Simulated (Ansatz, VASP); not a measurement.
# BN: VASP beside Ansatz, part 2 of 3

Wanted: the spread between two codes on one cell, functional and k mesh. The cell is taken from a series of runs on this material, whose earlier steps may have relaxed, scaled, displaced or heated it; both programs get it as it stands.

VASP 6.6.1 and Ansatz 0.2.0.

So far: The structure; Ansatz: zone-centre phonons, LDA.

## 3. VASP: zone-centre phonons, LDA

Level of this step: LDA; plane waves and PAW (B, N) (VASP).

The same cell, functional (in two slightly different forms) and mesh now go to VASP, with its own data sets.

Lines of VASP's logs that name or quote its potential files are left out, and so is its time.

The input, INCAR:

```
SYSTEM = BN
PREC = Accurate
ENCUT = 600
EDIFF = 1E-08
NELM = 120
ISMEAR = 0
SIGMA = 0.01
LREAL = .FALSE.
ALGO = Normal
GGA = PW92
NBANDS = 14
LORBIT = 11
LWAVE = .FALSE.
LCHARG = .FALSE.
ISIF = 2
IBRION = 8
LEPSILON = .TRUE.
LASPH = .TRUE.
GGA_COMPAT = .FALSE.
EFERMI = MIDGAP
KPAR = 2
```

The input, POSCAR:

```
BN
1.0
    2.5131739753      0.0000000000      0.0000000000
   -1.2565869876      2.1764725068      0.0000000000
    0.0000000000      0.0000000000      6.6686778072
B N
2 2
Direct
    0.3333333334      0.6666666668      0.2500000000
    0.6666666668      0.3333333334      0.7500000000
    0.3333333334      0.6666666668      0.7500000000
    0.6666666668      0.3333333334      0.2500000000
```

The input, KPOINTS:

```
Automatic mesh
0
Gamma
6 6 2
0 0 0
```

Potentials, in the order of the species: B and N (LDA family, release 64).

Started as:

```bash
> mpirun -np 2 vasp_std
```

Output:

```text
[banner, memory and clock lines left out]
running    2 mpi-ranks, on    1 nodes
 distrk:  each k-point on    1 cores,    2 groups
 distr:  one band on    1 cores,    1 groups

 POSCAR found type information on POSCAR B N
 POSCAR found :  2 types and       4 ions
|                                                                             |
|               ----> ADVICE to this user running VASP <----                  |
|                                                                             |
|     You enforced a specific xc type in the INCAR file but a different       |
|     [... a line on the potential file left out ...]
|     I HOPE YOU KNOW WHAT YOU ARE DOING!                                     |
|                                                                             |

 LDA part: xc-table for (Slater(with rela. corr.)+PW92), standard interpolation
 POSCAR, INCAR and KPOINTS ok, starting setup
 FFT: planning ... GRIDC
 FFT: planning ... GRID_SOFT
 FFT: planning ... GRID
 WAVECAR not read
 entering main loop
       N       E                     dE             d eps       ncg     rms          rms(c)
DAV:   1     0.608048117027E+02    0.60805E+02   -0.89852E+03   392   0.120E+03
DAV:   2    -0.384145499396E+02   -0.99219E+02   -0.89886E+02   534   0.243E+02
DAV:   3    -0.424709885507E+02   -0.40564E+01   -0.40232E+01   524   0.509E+01
DAV:   4    -0.425036484307E+02   -0.32660E-01   -0.32648E-01   470   0.508E+00
DAV:   5    -0.425040542838E+02   -0.40585E-03   -0.40577E-03   518   0.525E-01    0.109E+01
DAV:   6    -0.390679884983E+02    0.34361E+01   -0.71368E+00   434   0.206E+01    0.474E+00
DAV:   7    -0.387260376097E+02    0.34195E+00   -0.41417E-01   482   0.502E+00    0.292E+00
DAV:   8    -0.386095569716E+02    0.11648E+00   -0.31048E-01   446   0.387E+00    0.423E-01
DAV:   9    -0.386052046033E+02    0.43524E-02   -0.14423E-02   440   0.960E-01    0.177E-01
DAV:  10    -0.386051886024E+02    0.16001E-04   -0.61107E-04   470   0.212E-01    0.263E-02
DAV:  11    -0.386052047023E+02   -0.16100E-04   -0.26593E-05   440   0.452E-02    0.176E-02
DAV:  12    -0.386052038611E+02    0.84122E-06   -0.75216E-06   440   0.208E-02    0.121E-03
DAV:  13    -0.386052038521E+02    0.89738E-08   -0.39147E-07   482   0.454E-03    0.557E-04
DAV:  14    -0.386052038579E+02   -0.58458E-08   -0.57008E-09   352   0.659E-04
   1 F= -.38605204E+02 E0= -.38605204E+02  d E =0.000000E+00
 Linear response reoptimize wavefunctions to high precision
DAV:   1    -0.386052038581E+02   -0.11164E-09   -0.40797E-10   274   0.169E-04
DAV:   2    -0.386052038581E+02   -0.11369E-10   -0.39744E-11   214   0.543E-05
 Linear response G [H, r] |phi>, progress :
  Direction:   1
       N       E                     dE             d eps       ncg     rms
RMM:   1    -0.569722944567E+02   -0.56972E+02    0.47008E+01   810   0.674E+01
RMM:   2    -0.570580906985E+02   -0.85796E-01   -0.27850E+00   642   0.136E+01
RMM:   3    -0.570723296269E+02   -0.14239E-01   -0.28578E-02   703   0.117E+00
RMM:   4    -0.570729052894E+02   -0.57566E-03   -0.35198E-04   724   0.144E-01
RMM:   5    -0.570729205799E+02   -0.15291E-04   -0.11323E-05   710   0.218E-02
RMM:   6    -0.570729213976E+02   -0.81767E-06   -0.88701E-07   700   0.355E-03
RMM:   7    -0.570729214175E+02   -0.19958E-07   -0.68906E-07   637   0.986E-04
RMM:   8    -0.570729214215E+02   -0.39660E-08   -0.65394E-07   498   0.582E-04
RMM:   9    -0.570729214214E+02    0.73499E-10   -0.51834E-07   434   0.533E-04
RMM:  10    -0.570729214213E+02    0.15737E-09    0.42516E-07   384   0.529E-04
RMM:  11    -0.570729214215E+02   -0.19974E-09    0.79903E-06   377   0.529E-04
RMM:  12    -0.570729214207E+02    0.73521E-09    0.49726E-05   346   0.530E-04
 Linear response G [H, r] |phi>, progress :
  Direction:   2
       N       E                     dE             d eps       ncg     rms
RMM:   1    -0.605590981052E+02   -0.60559E+02   -0.15288E+01   777   0.640E+01
RMM:   2    -0.612119112108E+02   -0.65281E+00   -0.17344E+00   651   0.106E+01
RMM:   3    -0.612178273015E+02   -0.59161E-02   -0.22170E-02   686   0.905E-01
RMM:   4    -0.612180264313E+02   -0.19913E-03   -0.28013E-04   697   0.109E-01
RMM:   5    -0.612180311701E+02   -0.47388E-05   -0.90063E-06   704   0.153E-02
RMM:   6    -0.612180314164E+02   -0.24626E-06    0.10177E-07   691   0.237E-03
RMM:   7    -0.612180314213E+02   -0.49568E-08    0.26574E-07   616   0.662E-04
RMM:   8    -0.612180314212E+02    0.11462E-09    0.25494E-07   474   0.420E-04
RMM:   9    -0.612180314211E+02    0.87866E-10   -0.81586E-08   403   0.397E-04
 Linear response G [H, r] |phi>, progress :
  Direction:   3
       N       E                     dE             d eps       ncg     rms
RMM:   1    -0.568392262393E+02   -0.56839E+02    0.10797E+02   702   0.776E+01
RMM:   2    -0.587716488750E+02   -0.19324E+01   -0.20179E+00   609   0.944E+00
[...]
RMM:   4    -0.214064166978E+00   -0.28197E-06   -0.32303E-07   601   0.277E-03
RMM:   5    -0.214064170606E+00   -0.36280E-08   -0.59904E-09   511   0.302E-04
 change of polarisation eV/A/(eV/A) component  3 :     0.000    -0.000     0.428
 dielectric tensor                  component  3 :     0.000    -0.000     3.124
 Linear response to external field, progress :
  Direction:   1
[...]
RMM:   7    -0.190688918237E+00   -0.12628E-03   -0.16597E-06   645   0.485E-03    0.120E-03
RMM:   8    -0.190694233449E+00   -0.53152E-05   -0.19093E-07   620   0.164E-03    0.373E-04
RMM:   9    -0.190690209959E+00    0.40235E-05   -0.14444E-08   617   0.557E-04    0.268E-05
RMM:  10    -0.190690045045E+00    0.16491E-06   -0.10495E-09   460   0.857E-05    0.109E-05
RMM:  11    -0.190689911321E+00    0.13372E-06   -0.19091E-10   276   0.450E-05    0.197E-06
 change of polarisation eV/A/(eV/A) component  3 :     0.000    -0.000     0.353
 dielectric tensor                  component  3 :     0.000    -0.000     2.752
 Linear response DOF=           4
 Linear response progress:
  Degree of freedom:   1/  4
       N       E                     dE             d eps       ncg     rms          rms(c)
RMM:   1    -0.512551327553E-01   -0.51255E-01   -0.32970E-02  2475   0.142E+00
RMM:   2    -0.416426058153E-01    0.96125E-02   -0.24262E-03  1815   0.287E-01    0.212E-01
RMM:   3    -0.412285781650E-01    0.41403E-03    0.30060E-04  1790   0.124E-01    0.116E-01
RMM:   4    -0.415418467344E-01   -0.31327E-03    0.22856E-04  1719   0.127E-01    0.132E-02
RMM:   5    -0.416070885342E-01   -0.65242E-04   -0.52603E-05  1871   0.157E-02    0.143E-03
RMM:   6    -0.416029570800E-01    0.41315E-05   -0.35979E-06  1918   0.144E-03    0.695E-04
RMM:   7    -0.415978019347E-01    0.51551E-05   -0.94236E-07  1842   0.842E-04    0.823E-05
RMM:   8    -0.415983112122E-01   -0.50928E-06    0.12914E-07  1932   0.149E-04    0.365E-05
RMM:   9    -0.415982882274E-01    0.22985E-07    0.11798E-06  1946   0.396E-05    0.702E-06
RMM:  10    -0.415982643365E-01    0.23891E-07    0.16418E-06  1932   0.186E-05    0.140E-06
RMM:  11    -0.415982460192E-01    0.18317E-07    0.18899E-06  1627   0.110E-05    0.336E-07
RMM:  12    -0.415982481345E-01   -0.21153E-08    0.17292E-06  1168   0.946E-06    0.123E-07
RMM:  13    -0.415982559226E-01   -0.77881E-08    0.15770E-06   906   0.918E-06    0.776E-08
 first order change of Fermi-energy   0.23551E-05
 force on displaced ion       1 direction 1 : -39.593   0.018   0.000
 Born effective charge ion    1 direction 1 :   2.709   0.001   0.000
 Linear response progress:
  Degree of freedom:   2/  4
       N       E                     dE             d eps       ncg     rms          rms(c)
RMM:   1    -0.469851383235E-01   -0.46985E-01    0.40902E-02   800   0.117E+00
RMM:   2    -0.472777854079E-01   -0.29265E-03   -0.64512E-04   621   0.149E-01    0.144E-01
RMM:   3    -0.470580363364E-01    0.21975E-03   -0.37693E-04   598   0.444E-02    0.851E-02
RMM:   4    -0.470142601440E-01    0.43776E-04   -0.65646E-04   599   0.474E-02    0.689E-03
RMM:   5    -0.469082355693E-01    0.10602E-03   -0.15476E-04   611   0.120E-02    0.161E-03
RMM:   6    -0.468843997298E-01    0.23836E-04   -0.94031E-06   655   0.227E-03    0.580E-04
RMM:   7    -0.468821888521E-01    0.22109E-05    0.20944E-06   656   0.611E-04    0.164E-04
RMM:   8    -0.468827059434E-01   -0.51709E-06   -0.26966E-06   650   0.227E-04    0.368E-05
RMM:   9    -0.468827344508E-01   -0.28507E-07    0.15459E-07   666   0.800E-05    0.142E-05
RMM:  10    -0.468827494991E-01   -0.15048E-07   -0.43163E-08   664   0.279E-05    0.233E-06
RMM:  11    -0.468827585279E-01   -0.90288E-08   -0.41281E-08   639   0.825E-06    0.906E-07
 first order change of Fermi-energy  -0.69664E-07
 force on displaced ion       1 direction 3 :   0.000  -0.000 -14.087
 Born effective charge ion    1 direction 3 :   0.000   0.000   0.750
 Linear response progress:
  Degree of freedom:   3/  4
       N       E                     dE             d eps       ncg     rms          rms(c)
RMM:   1    -0.236668867579E+00   -0.23667E+00    0.14073E-01  2094   0.307E+00
RMM:   2    -0.229203332537E+00    0.74655E-02   -0.41411E-03  1812   0.449E-01    0.274E-01
RMM:   3    -0.230019890053E+00   -0.81656E-03   -0.10795E-03  1676   0.200E-01    0.147E-01
RMM:   4    -0.232316494386E+00   -0.22966E-02   -0.99209E-04  1606   0.190E-01    0.251E-02
RMM:   5    -0.232330120392E+00   -0.13626E-04   -0.29197E-05  1942   0.313E-02    0.183E-03
RMM:   6    -0.232332940631E+00   -0.28202E-05   -0.25308E-06  1992   0.269E-03    0.104E-03
RMM:   7    -0.232327345795E+00    0.55948E-05   -0.50141E-07  1912   0.662E-04    0.127E-04
RMM:   8    -0.232329905917E+00   -0.25601E-05   -0.21564E-06  1880   0.217E-04    0.246E-05
RMM:   9    -0.232330051447E+00   -0.14553E-06   -0.15898E-06  1987   0.651E-05    0.379E-06
RMM:  10    -0.232330012253E+00    0.39194E-07   -0.19575E-06  1917   0.284E-05    0.126E-06
RMM:  11    -0.232330052714E+00   -0.40461E-07   -0.20680E-06  1626   0.227E-05    0.367E-07
RMM:  12    -0.232330058552E+00   -0.58382E-08   -0.26699E-06  1182   0.215E-05    0.177E-07
RMM:  13    -0.232330054374E+00    0.41780E-08   -0.25111E-06  1003   0.214E-05    0.772E-08
 first order change of Fermi-energy   0.99754E-04
 force on displaced ion       3 direction 1 : -39.654   0.013   0.000
 Born effective charge ion    3 direction 1 :  -2.718   0.001   0.000
 Linear response progress:
  Degree of freedom:   4/  4
       N       E                     dE             d eps       ncg     rms          rms(c)
RMM:   1    -0.262634003322E+00   -0.26263E+00    0.15692E-01   715   0.274E+00
RMM:   2    -0.263242109466E+00   -0.60811E-03   -0.12606E-03   620   0.234E-01    0.189E-01
RMM:   3    -0.263435016813E+00   -0.19291E-03   -0.14682E-03   590   0.207E-01    0.836E-02
RMM:   4    -0.264435516024E+00   -0.10005E-02   -0.67023E-04   596   0.138E-01    0.138E-02
RMM:   5    -0.264448995480E+00   -0.13479E-04   -0.21184E-05   633   0.227E-02    0.288E-03
RMM:   6    -0.264478126906E+00   -0.29131E-04    0.89426E-07   637   0.461E-03    0.971E-04
RMM:   7    -0.264461995588E+00    0.16131E-04   -0.24871E-07   599   0.177E-03    0.108E-04
RMM:   8    -0.264462236836E+00   -0.24125E-06   -0.13901E-08   677   0.268E-04    0.158E-05
RMM:   9    -0.264462411234E+00   -0.17440E-06    0.53854E-09   676   0.347E-05    0.883E-06
RMM:  10    -0.264462492798E+00   -0.81564E-07    0.20611E-09   686   0.179E-05    0.100E-06
RMM:  11    -0.264462481077E+00    0.11721E-07    0.26294E-09   513   0.948E-06    0.354E-07
RMM:  12    -0.264462479425E+00    0.16519E-08    0.76163E-09   383   0.857E-06    0.769E-08
 first order change of Fermi-energy   0.33095E-06
 force on displaced ion       3 direction 3 :  -0.000   0.000 -14.259
 Born effective charge ion    3 direction 3 :   0.000   0.000  -0.763
 Born effective charges drift removed
 Linear response finished
```

[end of part 2 of 3]

[Lines on the potential files, build, host, timing and source positions are cut from VASP's logs without a mark.]

[Logs are printed without paths, hosts, clocks, repeated set-up lines and the standing remarks that a program may print on its own settings, such as how far it seeks lower states.]

[Hosts, paths, dates, database ids (printed as entryN), source tags and the programs' standing remarks are cut or masked in the printed files.]
